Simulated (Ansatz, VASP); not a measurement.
# LiBeF3: VASP beside Ansatz

```
Li Be F
1.0
     3.54110    0.00000    0.00000
     0.00000    3.54110    0.00000
     0.00000    0.00000    3.54110
Li Be F
1 1 3
Cartesian
  1.7706 1.7706 1.7706
  0.0000 0.0000 0.0000
  0.0000 1.7706 1.7706
  1.7706 0.0000 1.7706
  1.7706 1.7706 0.0000
```

Alike in both runs: functional PBE; k mesh 4 × 4 × 4; occupations gaussian, width 0.1 eV; no spin polarisation.

Ansatz relaxed the structure, and its values are those at the end. VASP's run is a single point on that final structure, the one shown.

```csv
,VASP,Ansatz
version,VASP 6.6.1,Ansatz 0.2.0
potentials or method,"VASP PAW PBE potentials, release 64 (Li_sv, Be, F)","scalar-relativistic, plane waves, PAW"
plane-wave cutoff (eV),520,420
valence electrons in the cell,26,26
```

|  | VASP | Ansatz | Ansatz less VASP |
| --- | --- | --- | --- |
| gap on the k mesh at the Fermi level (eV) | 1.58 | 1.60 | +0.020 |
| least direct gap on the mesh (eV) | 1.93 | 1.95 | +0.022 |

Caveats: the k mesh is coarse (spacing up to 0.44 Å⁻¹), so the values aren't converged. A k mesh can miss the band edges.
